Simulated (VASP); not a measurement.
Al: single point with PBE0

Crystal: Al.

```
Al
1.0
     0.00000    2.00804    2.00804
     2.00804    0.00000    2.00804
     2.00804    2.00804    0.00000
Al
1
Direct
  0.00000 0.00000 0.00000
```

| Quantity | Value |
| --- | --- |
| Program | VASP 6.6.1 |
| Task | single point |
| Functional | PBE0 |
| Potentials or basis | VASP PAW PBE potentials, release 64 (Al) |
| Cutoff | 520 eV |
| k mesh | 8 × 8 × 8 |
| Occupations | gaussian, width 0.1 eV |
| Spin | no spin polarisation |
| Grid for exact exchange (PRECFOCK) | Fast |
| Exchange at q = 0 | default |
| Further INCAR settings | ALGO = Normal; EDIFF = 1e-06 |

| Quantity | Value |
| --- | --- |
| Pressure | 0.5 GPa |
| Band gap on the k mesh | none (metal or under the smearing width) |

Levels at points of the mesh, in eV from the Fermi level:
| k point | band 1 | band 2 | band 3 | band 4 |
| --- | --- | --- | --- | --- |
| (0.00, 0.00, 0.00) | -13.55 | 13.96 | 13.96 | 13.96 |
| (0.50, 0.00, 0.00) | -6.04 | -5.70 | 12.69 | 12.69 |
| (0.50, 0.50, 0.00) | -4.05 | -2.21 | 5.96 | 6.45 |

It took 48 s on 1 thread of Intel(R) Xeon(R) 6975P-C (Granite Rapids) (shared host), peak memory 0.14 GiB.

Caveat: the PAW data sets were made with another functional, which shifts forces and pressure a little.
